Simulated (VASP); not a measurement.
Wanted: the native input for a VASP 6.6.1 run.

* Task: relaxation of cell and atoms
* Functional: r2SCAN
* Potentials or basis: VASP PAW PBE potentials, release 64 (Ni)
* Cutoff: 600 eV
* k mesh: 20 × 20 × 20
* Occupations: gaussian, width 0.1 eV
* Spin: collinear spin, ferromagnetic start
* Starting moments: [1.0] μB
* Further INCAR settings: ALGO = Normal; EDIFF = 1e-07; IBRION = 2; EDIFFG = -0.005; NSW = 90; ISIF = 3

The structure of Ni lies in POSCAR:

```
Ni
1.0
    0.0000000000      1.7756500000      1.7756500000
    1.7756500000      0.0000000000      1.7756500000
    1.7756500000      1.7756500000      0.0000000000
Ni
1
Direct
    0.0000000000      0.0000000000      0.0000000000
```

The input as run:

INCAR

```
SYSTEM = Ni
ALGO = Normal ; EDIFF = 1E-7
EDIFFG = -0.005 ; ENCUT = 600
IBRION = 2 ; ISIF = 3
ISMEAR = 0 ; ISPIN = 2
LASPH = .TRUE. ; LCHARG = .FALSE.
LMAXMIX = 4 ; LMIXTAU = .TRUE.
LORBIT = 11 ; LREAL = .FALSE.
LWAVE = .FALSE. ; MAGMOM = 1
METAGGA = R2SCAN ; NELM = 150
NSW = 90 ; PREC = Accurate
SIGMA = 0.1
```

KPOINTS

```
k-points
0
G
  20 20 20
  0 0 0
```

Potentials or basis: VASP PAW PBE potentials, release 64 (Ni).

Command:

```sh
$ cat potpaw_PBE.64/Ni/POTCAR > POTCAR
$ mpirun -np 1 vasp_std > vasp.out
```

It gave:

```yaml
Relaxed_volume: 10.53 Å³/atom
Relaxed_cell: a = 2.460 Å, b = 2.460 Å, c = 2.460 Å, α = 60.00°, β = 60.00°, γ = 60.00°
Space_group_after_relaxing_to_0.05_Å: Fm-3m (No. 225)
Energy_gained_by_relaxing: 25.1 meV/atom
Ionic_steps: 5
Pressure_after_relaxing: -0.1 GPa
Band_gap_on_the_k_mesh: none (metal or under the smearing width)
Net_moment: 0.72 μB per cell
Site_moments: Ni +0.74 μB
Valence_electrons_inside_the_program's_atomic_spheres: Ni 9.40
```

Caveat: the PAW data sets were made with another functional, which shifts forces and pressure a little.

It took 7.5 min on 1 thread of Intel(R) Xeon(R) 6975P-C (Granite Rapids) (shared host), peak memory 0.19 GiB.
